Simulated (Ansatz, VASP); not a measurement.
# Cross-check of Ge (Ge(110)) between VASP and Ansatz, part 2 of 2

Wanted: the spread between two codes on one cell, functional and k mesh. The structure shown is the end of the VASP relaxation below.

VASP 6.6.1 and Ansatz 0.2.0.

So far: The structure; VASP: relaxation, PBEsol.

## Step 3: Ansatz: single point, PBEsol

Level of this step: Ansatz beside VASP: Kohn-Sham DFT, plane waves, PBEsol (Ansatz).

Ansatz runs on its default PAW (the set named soft_2) files.

The same cell, functional, mesh and smearing now go to Ansatz, which takes its cutoff from its data sets.

Contents of input.yaml:

```yaml
crystal:
  lattice:
    - [4.03628704, 0.0, 0.0]
    - [0.0, 5.70817187, 0.0]
    - [0.0, 0.0, 32.14514814]
  atoms:
    - { symbol: Ge, position: [0.75, 0.3800644, 0.75102337] }
    - { symbol: Ge, position: [0.25, 0.6199356, 0.75102337] }
    - { symbol: Ge, position: [0.25, 0.87248493, 0.68900579] }
    - { symbol: Ge, position: [0.75, 0.12751507, 0.68900579] }
    - { symbol: Ge, position: [0.75, 0.37412566, 0.62558923] }
    - { symbol: Ge, position: [0.25, 0.62587434, 0.62558923] }
    - { symbol: Ge, position: [0.25, 0.87467261, 0.56261257] }
    - { symbol: Ge, position: [0.75, 0.12532739, 0.56261257] }
    - { symbol: Ge, position: [0.75, 0.37566261, 0.5] }
    - { symbol: Ge, position: [0.25, 0.62433739, 0.5] }
    - { symbol: Ge, position: [0.25, 0.87467261, 0.43738743] }
    - { symbol: Ge, position: [0.75, 0.12532739, 0.43738743] }
    - { symbol: Ge, position: [0.75, 0.37412566, 0.37441077] }
    - { symbol: Ge, position: [0.25, 0.62587434, 0.37441077] }
    - { symbol: Ge, position: [0.25, 0.87248493, 0.31099421] }
    - { symbol: Ge, position: [0.75, 0.12751507, 0.31099421] }
    - { symbol: Ge, position: [0.75, 0.3800644, 0.24897663] }
    - { symbol: Ge, position: [0.25, 0.6199356, 0.24897663] }
hamiltonian:
  xc: pbesol
  pseudopotentials: { kind: paw }
kpoints:
  mp_grid: { grid: [6, 4, 1] }
scf:
  occupations: { method: gaussian, width: 0.03 }
  n_extra_bands: 8
efield:
  axis: 3
  dipole_correction: true
  ramp_width: 0.04
output:
  forces: true
  eigenvalues: true
```

Command:

```sh
> ansatz run input.yaml --threads 8 --pin off --max-ram 18432MiB --backend cpu --events-out ev --progress --plain --runs-dir out
```

Numbers of over 12 decimals in the logs are rounded to 6 here.

Log:

```text
scf.n_extra_bands = 8 over 126 filled bands (N_el = 252.0): the run solves 134 bands
Engine: ansatz 0.2.0, aarch64-unknown-linux-gnu
Pseudopotentials: kind: paw
Pseudopotential: Ge, paw, valence charge 14, recommended cutoff 420 eV (normal), Ge.paw.azcp
Functional definition: PBEsol
  exchange = pbesol_x
  correlation = pbesol_c
Crystal: 18 atoms, lattice volume = 740.618 Å³
Basis set: ecut = 420 eV, 14509 PW (Γ), exchange–correlation on 54×80×432 points (8 copies of the dense FFT grid, shifted against one another)
Bands: 134, of which v1, the nominal top of the filled ones, is band 126 counted from 1 (125 counted from 0)
Symmetry: 4 space group operations
k-points: 12 of 24
Non-local potential: Ge, projectors of the file, l = 0: 2, l = 1: 2, l = 2: 3, l = 3: 1
PAW form: soft (Blöchl's): semilocal exchange-correlation on the pseudo side does not see the compensation charge
PAW frozen core: Ge, regenerated for the run's functional, and the local potential with it (the file was generated under x = pbe(κ = 0.804, μ = 0.219515), c = pbe(β = 0.066725))
PAW one-centre angular grid: Ge, 590 points (default); XC on 64 Gauss nodes
Initial density: superposition of atomic densities (neutral atoms: chi_scale 0, normalization atom), corrected by the library's trained network
Initial wavefunctions: pseudopotential atomic-orbital guess
Functional: x = pbesol(κ = 0.804, μ = 0.123457), c = pbesol(β = 0.046)
SCF iter   1: F=—  HF=-76558.866673 eV  |F-HF|=—  |Δ(HF+E_count)|=         —  Δρ=2.89e-3  dr2=1.03e-1  ethr=1.77e-3  p=0.000 e·Å  D=1.76e-13 V/Å  ΔV_dip=-0.00 eV  dr2_dipole=2.27e-6  V_vac-E_F(+/−)=4.82/4.82 eV  ⟨swp⟩=6.3  Hψ=5897  notcnv=0  defer=2
efield: sawtooth ramp at fractional position 0.9800 (placed from the atoms, in the widest stretch of the axis that holds none; the zero of the levels goes with the place), width 0.0400; the density the first Hamiltonian is built on has a dipole p = 0.000 e·Å; the dipole correction subtracts the counter field D = 1.76e-13 V/Å, which shifts the + side's vacuum level by -0.00 eV against the − side's; the planar-averaged density in the ramp window peaks in size at 2.2e-5 e/Å³
preconditioner: auto → LDOS  [metal: Δε(μ)=0.021 eV  Ē_g=20.339 eV  σ=0.030 eV  W_gap=0.37  n_scr=164 (ndim 8)  ℏωp=21.7 eV  f_vac=0.420  D(μ)=10.86/eV (n_scr^D=52)  β→1.0]
SCF iter   2: F=—  HF=-76558.847405 eV  |F-HF|=—  |Δ(HF+E_count)|=   1.93e-2  Δρ=8.80e-4  dr2=1.02e-2  ethr=4.11e-5  p=0.000 e·Å  D=8.84e-7 V/Å  ΔV_dip=-0.00 eV  dr2_dipole=7.95e-7  V_vac-E_F(+/−)=4.83/4.83 eV  ⟨swp⟩=2.3  Hψ=3656  notcnv=0  defer=31
SCF iter   3: F=—  HF=-76558.847285 eV  |F-HF|=—  |Δ(HF+E_count)|=   1.20e-4  Δρ=5.26e-4  dr2=3.78e-3  ethr=4.04e-6  p=-0.000 e·Å  D=-2.63e-7 V/Å  ΔV_dip=0.00 eV  dr2_dipole=4.80e-8  V_vac-E_F(+/−)=4.83/4.83 eV  ⟨swp⟩=2.0  Hψ=3154  notcnv=0  defer=31
SCF iter   4: F=—  HF=-76558.845975 eV  |F-HF|=—  |Δ(HF+E_count)|=   1.31e-3  Δρ=1.75e-4  dr2=6.15e-4  ethr=1.50e-6  p=-0.000 e·Å  D=-5.53e-7 V/Å  ΔV_dip=0.00 eV  dr2_dipole=6.16e-9  V_vac-E_F(+/−)=4.83/4.83 eV  ⟨swp⟩=2.0  Hψ=3092  notcnv=0  defer=31
SCF iter   5: F=—  HF=-76558.845919 eV  |F-HF|=—  |Δ(HF+E_count)|=   5.62e-5  Δρ=6.80e-5  dr2=5.82e-5  ethr=2.44e-7  p=-0.000 e·Å  D=-5.24e-7 V/Å  ΔV_dip=0.00 eV  dr2_dipole=3.05e-10  V_vac-E_F(+/−)=4.83/4.83 eV  ⟨swp⟩=2.0  Hψ=1971  notcnv=0  defer=31
SCF iter   6: F=—  HF=-76558.846187 eV  |F-HF|=—  |Δ(HF+E_count)|=   2.69e-4  Δρ=1.47e-5  dr2=5.18e-6  ethr=2.31e-8  p=-0.000 e·Å  D=-3.70e-7 V/Å  ΔV_dip=0.00 eV  dr2_dipole=1.11e-11  V_vac-E_F(+/−)=4.83/4.83 eV  ⟨swp⟩=2.0  Hψ=3102  notcnv=0  defer=31
SCF iter   7: F=—  HF=-76558.846189 eV  |F-HF|=—  |Δ(HF+E_count)|=   1.72e-6  Δρ=7.06e-6  dr2=7.29e-7  ethr=2.06e-9  p=-0.000 e·Å  D=-1.77e-7 V/Å  ΔV_dip=0.00 eV  dr2_dipole=3.54e-12  V_vac-E_F(+/−)=4.83/4.83 eV  ⟨swp⟩=2.1  Hψ=3090  notcnv=0  defer=31
SCF iter   8: F=—  HF=-76558.846189 eV  |F-HF|=—  |Δ(HF+E_count)|=   2.24e-7  Δρ=2.88e-6  dr2=2.64e-7  ethr=2.89e-10  p=-0.000 e·Å  D=-7.45e-8 V/Å  ΔV_dip=0.00 eV  dr2_dipole=1.98e-12  V_vac-E_F(+/−)=4.83/4.83 eV  ⟨swp⟩=2.1  Hψ=3094  notcnv=0  defer=31
SCF iter   9: F=-76558.846189 eV  HF=-76558.846189 eV  |F-HF|=2.61e-8  |Δ(HF+E_count)|=   1.02e-8  Δρ=1.33e-6  dr2=5.27e-8  ethr=3.97e-11  p=-0.000 e·Å  D=-3.05e-8 V/Å  ΔV_dip=0.00 eV  dr2_dipole=3.63e-12  V_vac-E_F(+/−)=4.83/4.83 eV  ⟨swp⟩=9.9  Hψ=5802  notcnv=0
SCF 1 converged in 9 iterations: F = -76558.846189 eV  dr2 = 5.27e-8
  greatest PAW one-centre occupation: 0.998 electrons in one spin orbital (limit 2), on the Ge atom at site 17 (counted from 0), in its partial waves of l = 2
SCF converged after 9 iterations
Free energy (F): -76558.846189 eV
Harris-Foulkes:  -76558.846189 eV  (|F-HF|=2.61e-8)
Internal energy: -76558.841015 eV  (E = F + TS)
E sigma→0 (E₀):  -76558.843602 eV
Entropy (-TS):   -0.005175 eV (-0.287 meV/atom)
Fermi energy:    2.316194 eV
Dipole field:    D = -0.000001 V/Å  (p = -0.000006 e·Å, saw-weighted, corrected)
Work function:   Φ+ = 4.8319 eV   Φ− = 4.8318 eV
Levels:          The Fermi level and band energies are counted from a zero that moves with the ramp; work functions are not
--- Per-component energies (eV) ---
  E_band       = -4182.554762
  E_kinetic    = 1996.589276
  E_local      = -300187.363326  (includes V_loc(G=0)·N_el)
  E_nonlocal   = 7549.352184
  E_hartree    = 146614.707312
  E_xc         = -1343.323054
  E_vxc        = -1156.460590  (∫ρ·V_xc dr)
  E_paw        = -35610.249649  (= ΣΔE_a)
  E_vpaw       = -5614.045233  (= ΣTr[D̂ρ^β])
  E_aug_tail   = 0.004941  (compensation charges beyond the density's cutoff)
  E_efield     = 0.000000  (sawtooth field / dipole correction)
  E_vefield    = 0.000000  (∫n·V_field dr)
  E_ewald      = 104404.918449
  E_core_change = 16.522852  (= ΣΔE_core)
  E_smearing   = -0.005175  (= −TS)
  E_closure    = -0.000000  (closes the sum)
  Σ components = -76558.846189   (vs F -76558.846189, Δ=0.00e0)
--- Forces (eV/Å), atoms counted from 1 ---
  atom   1  Ge    -0.00000000     0.05220331    -0.05036295
  atom   2  Ge     0.00000000    -0.05220331    -0.05036295
  atom   3  Ge    -0.00000000     0.00260636     0.01127979
  atom   4  Ge     0.00000000    -0.00260636     0.01127979
  atom   5  Ge    -0.00000000    -0.00368330     0.02262465
  atom   6  Ge     0.00000000     0.00368330     0.02262465
  atom   7  Ge    -0.00000000    -0.00873253    -0.00307880
  atom   8  Ge     0.00000000     0.00873253    -0.00307880
  atom   9  Ge    -0.00000000    -0.00787657    -0.00000014
  atom  10  Ge     0.00000000     0.00787657    -0.00000014
  atom  11  Ge    -0.00000000    -0.00873256     0.00307890
  atom  12  Ge     0.00000000     0.00873256     0.00307890
  atom  13  Ge    -0.00000000    -0.00368322    -0.02262462
  atom  14  Ge     0.00000000     0.00368322    -0.02262462
  atom  15  Ge    -0.00000000     0.00260638    -0.01127980
  atom  16  Ge     0.00000000    -0.00260638    -0.01127980
  atom  17  Ge    -0.00000000     0.05220350     0.05036305
  atom  18  Ge     0.00000000    -0.05220350     0.05036305
  max |Σ_I F_I| component: 1.59e-7 eV/Å
--- Band table (eV; the first three rows and the last of 12) ---
  k-point 0: bands = [... 122 lower, 2.0660, 2.3726, 2.4803, 2.5324, 2.7269, 3.1251, 3.2794, 3.5538, ... 4 higher]
  k-point 1: bands = [... 122 lower, 1.7768, 1.7850, 2.1584, 2.2318, 2.6630, 2.7635, 3.3113, 3.4932, ... 4 higher]
  k-point 2: bands = [... 122 lower, 1.2576, 1.2795, 1.9665, 2.0592, 2.1546, 2.2645, 2.9905, 3.2820, ... 4 higher]
  k-point 11: bands = [... 122 lower, 0.9578, 0.9578, 1.8140, 1.8140, 2.3021, 2.3021, 3.6912, 3.6912, ... 4 higher]
```

Wall time 30 s (8 threads of Arm Neoverse N1, shared host); peak memory 3.7 GiB.

## Step 4: Side by side

Known differences besides the potentials themselves: the data sets hold 252 valence electrons in Ansatz (default PAW (the set named soft_2) files) and 72 in VASP; the cutoff is 420 eV in Ansatz and 320 eV in VASP (PREC = Normal, projectors in real space); Ansatz makes its cores anew for this functional, VASP keeps those of its PBE data sets; VASP leaves aspherical gradient terms in its spheres out (LASPH is not set), Ansatz keeps them. Total energies have different zeros and are not compared.

At this near-relaxed geometry the largest component of a force difference is 68 meV/Å.

## Step 5: Further runs

Further runs change the set-up of one program: Ansatz's method, potentials or start, or VASP's data sets, cutoff or form of LDA. The table gives Ansatz less VASP for each quantity, since a change that brings one quantity closer may part another.

| run | r.m.s. force difference (meV/Å) |
| --- | --- |
| as above | 25 |
| cores kept as stored | 24 |
| Ansatz's larger PAW set (cutoff 560 eV) | 25 |
| norm-conserving potentials (cutoff 1061 eV) | 24 |

## Step 6: Outcome

```
r.m.s. force difference (single point, PBEsol) : 25 meV/Å
```

The r.m.s. force difference is 25 meV/Å (single point, PBEsol), beyond the 12 meV/Å picked in this series as the mark of a large difference. For single point, PBEsol, no further run moves any of the tabulated differences by more than a quarter of its size. How closely two codes agree says nothing of how well the functional describes the real material.

[Lines on the potential files, build, host, timing and source positions are cut from VASP's logs without a mark.]

[Logs are printed without paths, hosts, clocks, repeated set-up lines and the standing remarks that a program may print on its own settings, such as how far it seeks lower states.]

[Hosts, paths, dates, database ids (printed as entryN), source tags and the programs' standing remarks are cut or masked in the printed files.]
